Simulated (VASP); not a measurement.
All values below come from SCAN meta-GGA, VASP's PBE PAW potentials (set 64) (plane waves; VASP).

A VASP calculation is set up with these files.

### KPOINTS
```
Automatic mesh
0
Gamma
7 7 4
0 0 0
```

File POSCAR:
```
PtS2
1
    1.7622842149    -3.0523658671     0.0000000000
    1.7622842149     3.0523658671     0.0000000000
   -0.0000000000     0.0000000000     5.5302484279
Pt S
1 2
Direct
  0.0000000000   0.0000000000   0.0000000000
  0.3333330000   0.6666670000   0.2208381949
  0.6666670000   0.3333330000   0.7791618051
```

### INCAR
```
SYSTEM = PtS2
PREC = Accurate
ENCUT = 520
EDIFF = 1E-6
NELM = 100
ALGO = Normal
LREAL = .FALSE.
LASPH = .TRUE.
ISMEAR = 0
SIGMA = 0.05
METAGGA = SCAN
LMIXTAU = .TRUE.
LMAXMIX = 6
LWAVE = .FALSE.
LCHARG = .FALSE.
IBRION = 2
ISIF = 3
NSW = 60
EDIFFG = -0.02
```

POTCAR, in this order: Pt S (PBE.64 set). Program: vasp_std.

**Question.** Estimate the energy per atom (σ→0).

**Answer.** 
- energy per atom (σ→0): -30.364 eV/atom

**OSZICAR**
```
...
DAV:  15    -0.910930228517E+02   -0.14098E-04   -0.82888E-05   994   0.128E-01    0.121E-02
DAV:  16    -0.910929832091E+02    0.39643E-04   -0.27884E-05  1036   0.739E-02    0.146E-02
DAV:  17    -0.910930109037E+02   -0.27695E-04   -0.22519E-05   994   0.538E-02    0.424E-03
DAV:  18    -0.910930191531E+02   -0.82493E-05   -0.15933E-06   784   0.174E-02    0.461E-03
DAV:  19    -0.910930161122E+02    0.30408E-05   -0.28450E-06   915   0.200E-02    0.166E-03
DAV:  20    -0.910930194479E+02   -0.33357E-05   -0.18331E-07   476   0.548E-03    0.150E-03
DAV:  21    -0.910930185405E+02    0.90747E-06   -0.56285E-08   441   0.338E-03
   1 F= -.91093019E+02 E0= -.91093019E+02  d E =-.910930E+02
```

The compound is PtS2 in the 1T layered structure. It was relaxed first, which changed the volume by +9 %. The start is the result of an earlier pass.
